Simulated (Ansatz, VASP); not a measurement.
**Two plane-wave programs on In3S2**

Contents of INCAR:

```
PREC = Accurate ; ENCUT = 520
EDIFF = 1E-7 ; ISMEAR = 0
SIGMA = 0.1 ; LREAL = F
LASPH = T ; NELM = 80
ALGO = Normal ; ISIF = 2
LWAVE = F ; LCHARG = F
GGA = PE ; NBANDS = 34
```

Contents of KPOINTS:

```
Automatic mesh
0
Gamma
  3 3 3
```

POSCAR

```
In3S2
1.0
    3.9101604400      2.2575321800      3.1151295100
   -3.9101604400      2.2575321800      3.1151295100
    0.0000000000     -4.5150643600      3.1151295100
In S
3 2
Direct
    0.0000000000      0.5000000000      0.0000000000
    0.0000000000      0.0000000000      0.5000000000
    0.5000000000      0.0000000000      0.0000000000
    0.8187567600      0.8187567600      0.8187567600
    0.1812432400      0.1812432400      0.1812432400
```

Input for Ansatz:

```yaml
crystal:
  lattice:
    - [3.91016044, 2.25753218, 3.11512951]
    - [-3.91016044, 2.25753218, 3.11512951]
    - [0.0, -4.51506436, 3.11512951]
  atoms:
    - { symbol: In, position: [0.0, 0.5, 0.0] }
    - { symbol: In, position: [0.0, 0.0, 0.5] }
    - { symbol: In, position: [0.5, 0.0, 0.0] }
    - { symbol: S, position: [0.81875676, 0.81875676, 0.81875676] }
    - { symbol: S, position: [0.18124324, 0.18124324, 0.18124324] }
basis:
  ecutwfc: 420
kpoints:
  mp_grid: { grid: [3, 3, 3] }
hamiltonian:
  xc: pbe
scf:
  occupations: { method: gaussian, width: 0.1 }
  lower_state_search: "off"
output:
  forces: true
  stress: true
  eigenvalues: true
```

Change from the starting cell: species swapped into the Br2Cl3 type (R-3m, No. 166).

Alike in both runs: task single point; functional PBE; k mesh 3 × 3 × 3; occupations gaussian, width 0.1 eV; no spin polarisation.

|  | VASP | Ansatz |
| --- | --- | --- |
| version | VASP 6.6.1 | Ansatz 0.2.0 |
| potentials or method | VASP PAW PBE potentials, release 64 (In_d, S) | scalar-relativistic, plane waves, PAW |
| plane-wave cutoff (eV) | 520 | 420 |
| valence electrons in the cell | 51 | 51 |

```csv
,VASP,Ansatz,Ansatz less VASP
gap on the k mesh at the Fermi level (eV),none,none,-
pressure (GPa),14.4,14.6,+0.19
largest component of the traceless stress (GPa),16.60,16.74,+0.133
rms of the force components (eV/Å),0.387,0.390,+0.0032
```

Atom by atom the forces differ by 0.003 eV/Å (rms over components). A gap of «none» marks a metal or a gap that the smearing closes.

Caveats: the k mesh is coarse (spacing up to 0.38 Å⁻¹), so the values aren't converged; forces of over 1 eV/Å show positions far from the minimum, so gaps and moduli don't describe the material at rest.
